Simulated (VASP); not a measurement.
# ZnPb2N2 (P-3m1) in VASP: single point with PBEsol

Aim: the single point of ZnPb2N2 with PBEsol.

All numbers are computed with VASP 6.6.1; they aren't measurements. Logs are shortened: lines on timing, memory, paths and dates and some standing lists are left out, and cuts for length are marked.

## 1. The structure

It takes space group P-3m1 (No. 164, trigonal). The conventional cell has a = 3.674 Å, b = 3.674 Å, c = 9.267 Å, α = 90.00°, β = 90.00°, γ = 120.00°. Zn (site symmetry -3m) has 2 N at 1.84 Å as nearest neighbours. Pb (site symmetry 3m) is surrounded by 3 N at 2.37 Å. N (site symmetry 3m) has 1 Zn at 1.84 Å as nearest neighbours.

The cell comes from a database or a generator and needn't be the stable form of this composition.

## 2. Single point, PBEsol

The input, INCAR:

```
SYSTEM = ZnPb2N2
PREC = Accurate
ENCUT = 520
EDIFF = 1E-7
ISMEAR = 0
SIGMA = 0.1
LREAL = .False.
LASPH = .True.
NELM = 100
ALGO = Normal
ISIF = 2
LWAVE = .False.
LCHARG = .False.
GGA = PS
NBANDS = 33
```

The input, KPOINTS:

```
Automatic mesh
0
Gamma
  6 6 2
  0 0 0
```

The input, POSCAR:

```
ZnPb2N2
1.0
    3.6736464919      0.0000000000      0.0000000000
   -1.8368232460      3.1814711865      0.0000000000
    0.0000000000      0.0000000000      9.2671568129
Zn Pb N
1 2 2
Direct
    0.0000000000      0.0000000000      0.5000000000
    0.6666666700      0.3333333300      0.1869330000
    0.3333333300      0.6666666700      0.8130670000
    0.0000000000      0.0000000000      0.6983190000
    0.0000000000      0.0000000000      0.3016810000
```

Potentials or basis: VASP PAW PBE potentials, release 64 (Zn, Pb_d, N).

The run is started by

```bash
$ cat potpaw_PBE.64/Zn/POTCAR potpaw_PBE.64/Pb_d/POTCAR potpaw_PBE.64/N/POTCAR > POTCAR
$ mpirun -np 1 vasp_std > vasp.out
```

OUTCAR:

```text
SYSTEM = ZnPb2N2
   PREC = Accurate
   ENCUT = 520
   EDIFF = 1E-7
   ISMEAR = 0
   LREAL = .False.
   LASPH = .True.
   NELM = 100
   ISIF = 2
   GGA = PS

 ion  position               nearest neighbor table
   1  0.000  0.000  0.500-   4 1.84   5 1.84   2 3.59   3 3.59   2 3.59   3 3.59   2 3.59   3 3.59

   2  0.667  0.333  0.187-   5 2.37   5 2.37   5 2.37   1 3.59   1 3.59   1 3.59   3 4.06   3 4.06
                             3 4.06
   3  0.333  0.667  0.813-   4 2.37   4 2.37   4 2.37   1 3.59   1 3.59   1 3.59   2 4.06   2 4.06
                             2 4.06
   4  0.000  0.000  0.698-   1 1.84   3 2.37   3 2.37   3 2.37
   5  0.000  0.000  0.302-   1 1.84   2 2.37   2 2.37   2 2.37

  LATTYP: Found a hexagonal cell.
 ALAT       =     3.6736464919
 C/A-ratio  =     2.5226044023

  Lattice vectors:

 A1 = (   3.6736464919,   0.0000000000,   0.0000000000)
 A2 = (  -1.8368232460,   3.1814711865,   0.0000000000)
 A3 = (   0.0000000000,   0.0000000000,   9.2671568129)

Analysis of symmetry for initial positions (statically):
=====================================================================
 Subroutine PRICEL returns:
 Original cell was already a primitive cell.

 Routine SETGRP: Setting up the symmetry group for a
 hexagonal supercell.

 Subroutine GETGRP returns: Found 12 space group operations
 (whereof 12 operations were pure point group operations)
 out of a pool of 24 trial point group operations.

The static configuration has the point symmetry D_3d.

Analysis of symmetry for dynamics (positions and initial velocities):
=====================================================================
 Subroutine PRICEL returns:
 Original cell was already a primitive cell.

 Routine SETGRP: Setting up the symmetry group for a
 hexagonal supercell.

 Subroutine GETGRP returns: Found 12 space group operations
 (whereof 12 operations were pure point group operations)
 out of a pool of 24 trial point group operations.

The dynamic configuration has the point symmetry D_3d.

 Subroutine INISYM returns: Found 12 space group operations
 (whereof 12 operations are pure point group operations),
 and found     1 'primitive' translations

----------------------------------------------------------------------------------------

                                     Primitive cell

  volume of cell :     108.3108

  direct lattice vectors                    reciprocal lattice vectors
     3.673646492  0.000000000  0.000000000     0.272209099  0.157159996  0.000000000
    -1.836823246  3.181471187  0.000000000     0.000000000  0.314319993  0.000000000
     0.000000000  0.000000000  9.267156813     0.000000000  0.000000000  0.107907961

  length of vectors
     3.673646492  3.673646492  9.267156813     0.314319993  0.314319993  0.107907961

  position of ions in fractional coordinates (direct lattice)
     0.000000000  0.000000000  0.500000000
     0.666666670  0.333333330  0.186933000
     0.333333330  0.666666670  0.813067000
     0.000000000  0.000000000  0.698319000
     0.000000000  0.000000000  0.301681000

  ion indices of the primitive-cell ions
   primitive index   ion index
                 1           1
                 2           2
                 3           3
                 4           4
                 5           5

----------------------------------------------------------------------------------------

 KPOINTS: Automatic mesh

Automatic generation of k-mesh.
 Grid dimensions read from file:
 generate k-points for:    6    6    2

 Generating k-lattice:

  Cartesian coordinates                     Fractional coordinates (reciprocal lattice)
     0.045368183  0.026193333  0.000000000     0.166666667  0.000000000  0.000000000
     0.000000000  0.052386665  0.000000000     0.000000000  0.166666667  0.000000000
     0.000000000  0.000000000  0.053953981     0.000000000  0.000000000  0.500000000

  Length of vectors
     0.052386665  0.052386665  0.053953981

  Shift w.r.t. Gamma in fractional coordinates (k-lattice)
     0.000000000  0.000000000  0.000000000

 Subroutine IBZKPT returns following result:
 ===========================================

 Found     14 irreducible k-points:

 Following reciprocal coordinates:
            Coordinates               Weight
  0.000000  0.000000  0.000000      1.000000
  0.166667 -0.000000  0.000000      6.000000
  0.333333 -0.000000  0.000000      6.000000
  0.500000 -0.000000  0.000000      3.000000
  0.166667  0.166667  0.000000      6.000000
  0.333333  0.166667  0.000000     12.000000
  0.333333  0.333333  0.000000      2.000000
  0.000000  0.000000  0.500000      1.000000
  0.166667 -0.000000  0.500000      6.000000
  0.333333 -0.000000  0.500000      6.000000
  0.500000 -0.000000  0.500000      3.000000
  0.166667  0.166667  0.500000      6.000000
  0.333333  0.166667  0.500000     12.000000
  0.333333  0.333333  0.500000      2.000000
   k-points           NKPTS =     14   k-points in BZ     NKDIM =     14   number of bands    NBANDS=     33
   number of dos      NEDOS =    301   number of ions     NIONS =      5
   total plane-waves  NPLWV =  54880
   dimension x,y,z NGX =    28 NGY =   28 NGZ =   70
   dimension x,y,z NGXF=    56 NGYF=   56 NGZF=  140
   ions per type =               1   2   2
   NGX,Y,Z   is equivalent  to a cutoff of  12.67, 12.67, 12.56 a.u.
   NGXF,Y,Z  is equivalent  to a cutoff of  25.34, 25.34, 25.11 a.u.
 SYSTEM =  ZnPb2N2
   PREC   = accura    normal or accurate (medium, high low for compatibility)
   ISTART =      0    job   : 0-new  1-cont  2-samecut
   ICHARG =      2    charge: 1-file 2-atom 10-const
   ISPIN  =      1    spin polarized calculation?
   LNONCOLLINEAR =      F non collinear calculations
   LSORBIT =      F    spin-orbit coupling
   LASPH  =      T    aspherical Exc in radial PAW
   ENCUT  =  520.0 eV  38.22 Ry    6.18 a.u.   6.83  6.83 17.23*2*pi/ulx,y,z
   NELM   =    100;   NELMIN=  2; NELMDL= -5     # of ELM steps
   EDIFF  = 0.1E-06   stopping-criterion for ELM
   LREAL  =      F    real-space projection
   EDIFFG = 0.1E-05   stopping-criterion for IOM
   NSW    =      0    number of steps for IOM
   IBRION =     -1    ionic relax: 0-MD 1-quasi-New 2-CG
   NFREE  =      0    steps in history (QN), initial steepest desc. (CG)
   ISIF   =      2    stress and relaxation
   ISYM   =      2    0-nonsym 1-usesym 2-fastsym
   POTIM  = 0.5000    time-step for ionic-motion
   TEBEG  =    0.0;   TEEND  =   0.0 temperature during run
   PSTRESS=    0.0 pullay stress
   NELECT =      50.0000    total number of electrons
   NUPDOWN=      -1.0000    fix difference up-down
   EMIN   =  10.00;   EMAX   =-10.00  energy-range for DOS
   EFERMI =   0.00;   METHOD = LEGACY
   ISMEAR =     0;   SIGMA  =   0.10  broadening in eV -4-tet -1-fermi 0-gaus
   EFERMI_NEDOS =   21; number of points for ismear=-14 and -15
   IALGO  =     38    algorithm
   IMIX   =      4    mixing-type and parameters
     AMIX     =   0.40;   BMIX     =  1.00
     AMIX_MAG =   1.60;   BMIX_MAG =  1.00
  volume/ion in A,a.u.               =      21.66       146.18
  Fermi-wavevector in a.u.,A,eV,Ry     =   1.265244  2.390964 21.780775  1.600842
  Thomas-Fermi vector in A             =   2.398507
   LORBIT       =      0    0 simple, 1 ext, 2 COOP (PROOUT), +10 PAW based schemes
   GGA     = PS    functional components
   LHFCALC =     F    Hartree Fock is set to
   AEXX    =    0.0000 exact exchange contribution
   IVDW    =     0    specifies the selected vdW correction
   LEPSILON=     F    determine dielectric tensor
   LRPA    =     F    only Hartree local field effects (RPA)
 non-spin polarized calculation
 Gauss-broadening in eV      SIGMA  =   0.10
  energy-cutoff  :      520.00
  volume of cell :      108.31
 maximum number of plane-waves:      2937
 NGX is ok and might be reduce to    28
   NGX = 13   NGY = 13   NGZ = 35

 number of electron      49.9999997 magnetization

 Free energy of the ion-electron system (eV)
  ---------------------------------------------------
  ext. energy  EPLUGINS =         0.00000000
  ---------------------------------------------------
  free energy    TOTEN  =       -25.04090123 eV

  energy without entropy =      -25.04090091  energy(sigma->0) =      -25.04090107

 E-fermi :   4.0692     XC(G=0):  -9.7185

 val. band max:        3.7493377626   @ k =   0.1667   0.1667   0.0000
 cond. band min:       4.3610532800   @ k =   0.0000   0.0000   0.0000
 fundamental gap:      0.6117155174
 Fermi energy:         4.0691595869

 k-point     1 :       0.0000    0.0000    0.0000
  band No.  band energies     occupation
      1     -12.4340      2.00000
      2     -12.4283      2.00000
      3     -12.3871      2.00000
      4     -12.3871      2.00000
      5     -12.3832      2.00000
      6     -12.3832      2.00000
[... 25 lines left out ...]
     32      10.5982      0.00000
     33      13.2603      0.00000

 k-point     2 :       0.1667   -0.0000    0.0000
  band No.  band energies     occupation
      1     -12.5230      2.00000
      2     -12.5073      2.00000
      3     -12.3493      2.00000
      4     -12.3455      2.00000
      5     -12.3405      2.00000
      6     -12.3382      2.00000
[... 25 lines left out ...]
     32      10.8174      0.00000
     33      11.6721      0.00000
[... 394 lines left out ...]
     32       9.2077      0.00000
     33      10.4825      0.00000

 k-point    14 :       0.3333    0.3333    0.5000
  band No.  band energies     occupation
      1     -12.7098      2.00000
      2     -12.6909      2.00000
      3     -12.3323      2.00000
      4     -12.3323      2.00000
      5     -12.2826      2.00000
      6     -12.2585      2.00000
[... 25 lines left out ...]
     32       9.7188      0.00000
     33       9.7188      0.00000

------------------------ aborting loop because EDIFF is reached ----------------------------------------

  FORCE on cell =-STRESS in cart. coord.  units (eV):
  Direction    XX          YY          ZZ          XY          YZ          ZX
  --------------------------------------------------------------------------------------
  -------------------------------------------------------------------------------------
  Total       -2.1041280     -2.1041280     -2.6860997      0.0000000      0.0000000     -0.0000000
  in kB      -31.1251081    -31.1251081    -39.7338680      0.0000000      0.0000000     -0.0000000
  external PRESSURE =     -33.9946948 kB  Pullay stress =       0.0000000 kB

 VOLUME and BASIS-vectors are now :
 -----------------------------------------------------------------------------
  energy-cutoff  :      520.00
  volume of cell :      108.31
      direct lattice vectors                 reciprocal lattice vectors
     3.673646492  0.000000000  0.000000000     0.272209099  0.157159996  0.000000000
    -1.836823246  3.181471187  0.000000000     0.000000000  0.314319993  0.000000000
     0.000000000  0.000000000  9.267156813     0.000000000  0.000000000  0.107907961

 POSITION                                       TOTAL-FORCE (eV/Angst)
 -----------------------------------------------------------------------------------
      0.00000      0.00000      4.63358         0.000000      0.000000     -0.000000
      1.83682      1.06049      1.73234        -0.000000      0.000000      0.223334
     -0.00000      2.12098      7.53482         0.000000     -0.000000     -0.223334
      0.00000      0.00000      6.47143        -0.000000     -0.000000     -0.088595
      0.00000      0.00000      2.79573         0.000000      0.000000      0.088595
 -----------------------------------------------------------------------------------
    total drift:                                0.000000      0.000000      0.000000

  FREE ENERGIE OF THE ION-ELECTRON SYSTEM (eV)
  ---------------------------------------------------
  free  energy   TOTEN  =       -25.0409012318 eV

  energy  without entropy=      -25.0409009057  energy(sigma->0) =      -25.04090107
```

Wall time 91 s (1 thread of AMD EPYC 7R43 (Zen 3), shared host); peak memory 0.21 GiB.

Results:

```
Free energy            : -25.0409 eV
Pressure               : -3.4 GPa
Largest force          : 0.223 eV/Å
Band gap on the k mesh : 0.61 eV, indirect (least direct gap 1.32 eV)
```

Forces on the atoms (eV/Å):
```
Zn   0.000  0.000  0.000
Pb   0.000  0.000  0.223
Pb   0.000  0.000 -0.223
N    0.000  0.000 -0.089
N    0.000  0.000  0.089
```

Caveat: the PAW data sets were made with another functional, which shifts forces and pressure a little; spin-orbit coupling is left out, which as a rule narrows the gap of such compounds by several tenths of an eV.
